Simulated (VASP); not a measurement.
## AgRh under changes of volume

One of the cells (15.204 Å³/atom); the others are scaled copies at fixed shape and fractional positions:

```
CELL_PARAMETERS angstrom
2.73713 0.00000 0.00000
-1.36857 2.37043 0.00000
0.00000 0.00000 4.68673
ATOMIC_POSITIONS crystal
Ag 0.00000 0.00000 0.50000
Rh 0.66667 0.33333 0.00000
```

The cell comes from a database or a generator and needn't be the stable form of this composition.

```yaml
Program: VASP 6.6.1
Functional: PBE
Dispersion: D3(BJ)
Potentials_or_basis: VASP PAW PBE potentials, release 64 (Ag, Rh_pv)
Cutoff: 520 eV
k_mesh: 10 × 10 × 6
Occupations: fermi-dirac, width 0.05 eV
Spin: no spin polarisation
```

| volume (Å³/atom) | energy over the lowest point (meV/atom) | pressure (GPa) |
| --- | --- | --- |
| 14.596 | 15.50 | 8.3 |
| 14.900 | 3.87 | 4.0 |
| 15.204 | 0.00 | 0.2 |
| 15.508 | 2.94 | -3.2 |
| 15.812 | ? | ? |

Problem. What does the run at 15.812 Å³/atom give?

Solution. Energy over the lowest point 11.87 meV/atom; pressure -6.2 GPa.

Worked out: A Birch-Murnaghan fit of order 2 (a polynomial in V^(-2/3)) to the other rows has its minimum at 15.22 Å³/atom with B0 = V·E''(V) = 182 GPa at fixed shape and positions, which overstates the stiffness. It gives 12.20 meV/atom at 15.812 Å³/atom, against the run's 11.87, and -dE/dV = -6.4 GPa, against -6.2.

Energies are extrapolated to zero smearing.

Caveats: pairwise dispersion overbinds metals, which lowers pressure and volume.
